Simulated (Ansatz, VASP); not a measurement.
## NaFe2P2: VASP beside Ansatz

```
Fe P Na
1.0
     1.80821    3.13191    0.00000
    -1.80821    3.13191    0.00000
     0.00000    0.00000    6.91084
Fe P Na
2 2 1
Direct
  0.33333 0.33333 0.61698
  0.66667 0.66667 0.38302
  0.33333 0.33333 0.30113
  0.66667 0.66667 0.69887
  0.00000 0.00000 0.00000
```

The cell was built by a generator and needn't be a form met in nature.

Alike in both runs: functional r2SCAN; k mesh 5 × 5 × 3; occupations fermi-dirac, width 0.1472 eV; no spin polarisation.

Ansatz relaxed the structure, and its values are those at the end. VASP's run is a single point on that final structure, the one shown.

|  | VASP | Ansatz |
| --- | --- | --- |
| version | VASP 6.6.1 | Ansatz 0.2.0 |
| potentials or method | VASP PAW PBE potentials, release 64 (Fe, P, Na_pv) | PAW plane waves |
| plane-wave cutoff (eV) | 520 | 500 |
| valence electrons in the cell | 33 | 51 |

```tsv
	VASP	Ansatz	Ansatz less VASP
gap on the k mesh at the Fermi level (eV)	none	none	-
pressure (GPa)	0.1	0.0	-0.11
rms of the force components (eV/Å)	0.015	0.002	-0.0129
```

A gap of «none» marks a metal or a gap that the smearing closes. The two sets of potentials don't hold the same shells in valence. Ansatz warned: «structure_snapped_to_symmetry».

Caveats: the k mesh is coarse (spacing up to 0.40 Å⁻¹), so the values aren't converged; the PAW data sets were made with another functional, which shifts forces and pressure a little (VASP). Spin polarisation is off, so any magnetic state and its effect on volume and gap are missing.
